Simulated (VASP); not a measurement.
Here is the system:

```yaml
crystal:
  lattice:
    - [0.00000, 2.40500, 2.40500]
    - [2.40500, 0.00000, 2.40500]
    - [2.40500, 2.40500, 0.00000]
  atoms:
    - { symbol: Ca, position: [0.00000, 0.00000, 0.00000] }
    - { symbol: O, position: [0.50000, 0.50000, 0.50000] }
```

All values below come from r2SCAN meta-GGA, VASP's PBE PAW potentials (set 64) (plane waves; VASP). Run with 650 eV cut-off, 9×9×9 Γ-centred mesh, Gaussian smearing of 0.050 eV, potentials Ca_sv O.

Question: Give the elastic stiffness tensor with the ions relaxed (GPa, in the frame of the cell).

Answer: 
```json
[
 {"": "xx", "xx": "234", "yy": "58.2", "zz": "58.2", "yz": "0.0", "xz": "0.0", "xy": "0.0"},
 {"": "yy", "xx": "58.2", "yy": "234", "zz": "58.2", "yz": "0.0", "xz": "0.0", "xy": "0.0"},
 {"": "zz", "xx": "58.2", "yy": "58.2", "zz": "234", "yz": "0.0", "xz": "0.0", "xy": "0.0"},
 {"": "yz", "xx": "0.0", "yy": "0.0", "zz": "0.0", "yz": "78.5", "xz": "0.0", "xy": "0.0"},
 {"": "xz", "xx": "0.0", "yy": "0.0", "zz": "0.0", "yz": "0.0", "xz": "78.5", "xy": "0.0"},
 {"": "xy", "xx": "0.0", "yy": "0.0", "zz": "0.0", "yz": "0.0", "xz": "0.0", "xy": "78.5"}
]
```

Question: Predict the Hill bulk modulus, Hill shear modulus, Young's modulus, Poisson's ratio.

Answer: 
The Hill bulk modulus is 117 GPa. The Hill shear modulus is 82.1 GPa and the Young's modulus is 199 GPa. The Poisson's ratio is 0.215.

Measured: C11 219 GPa (computed value off by +6.5 %), C12 58.1 GPa (computed value off by +0.1 %), C44 80.0 GPa (computed value off by -1.8 %), as given by Sergio Speziale et al., Journal of Geophysical Research Atmospheres (2006), doi:10.1029/2005jb003823. The calculation is for a static lattice, while the measured C11, C12, C44 hold thermal and zero-point effects, which are part of the difference.

The compound is CaO in the rock salt structure. The cell was not relaxed at this level.
